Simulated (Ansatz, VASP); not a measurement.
**RuAu: VASP beside Ansatz**

INCAR

```
ALGO     = Fast           # electronic algorithm
EDIFF    = 1E-7           # SCF threshold, eV
ENCUT    = 520            # plane-wave cutoff, eV
GGA      = PE             # functional
ISIF     = 2              # what is computed and relaxed
ISMEAR   = -1             # smearing method
LASPH    = True           # aspherical terms in the spheres
LCHARG   = False          # write CHGCAR
LREAL    = False          # projectors in reciprocal space
LWAVE    = False          # write WAVECAR
NBANDS   = 20             # bands
NELM     = 100            # most SCF steps
PREC     = Accurate       # precision mode
SIGMA    = 0.05           # smearing width, eV
```

KPOINTS

```
k-points
0
Gamma
  7 7 7
```

POSCAR

```
RuAu
1.0
    3.1648100000     -0.0316481000      0.0000000000
   -0.0316481000      3.1648100000      0.0000000000
    0.0000000000      0.0000000000      3.1648100000
Ru Au
1 1
Direct
    0.0000000000      0.0000000000      0.0000000000
    0.5000000000      0.5000000000      0.5000000000
```

input.yaml

```yaml
crystal:
  lattice:
    - [3.16481, -0.0316481, 0.0]
    - [-0.0316481, 3.16481, 0.0]
    - [0.0, 0.0, 3.16481]
  atoms:
    - { symbol: Ru, position: [0.0, 0.0, 0.0] }
    - { symbol: Au, position: [0.5, 0.5, 0.5] }
hamiltonian:
  xc: pbe
  pseudopotentials: { kind: paw }
kpoints:
  mp_grid: { grid: [7, 7, 7] }
scf:
  occupations: { method: fermi_dirac, width: 0.05 }
output:
  forces: true
  stress: true
  eigenvalues: true
  write_density: true
  write_potential: true
  elf: true
  volumetric_format: npy
```

The cell was built by a generator and needn't be a form met in nature.

Alike in both runs: task single point; functional PBE; k mesh 7 × 7 × 7; occupations fermi-dirac, width 0.05 eV; no spin polarisation.

|  | VASP | Ansatz |
| --- | --- | --- |
| version | VASP 6.6.1 | Ansatz 0.2.0 |
| potentials or method | VASP PAW PBE potentials, release 64 (Ru_pv, Au) | Ansatz PAW |
| plane-wave cutoff (eV) | 520 | 420 |
| valence electrons in the cell | 25 | 35 |

VASP gave:

- gap on the k mesh at the Fermi level (eV): none
- pressure (GPa): -0.1
- largest component of the traceless stress (GPa): 3.23

Which values does Ansatz return?

gap on the k mesh at the Fermi level (eV): none; pressure (GPa): 0.2; largest component of the traceless stress (GPa): 3.26.

A gap of «none» marks a metal or a gap that the smearing closes. With one functional, cell and mesh, what is left measures potentials, basis and numerics. The two sets of potentials don't hold the same shells in valence.

Spin-orbit coupling is left out, which matters for the levels of Au.
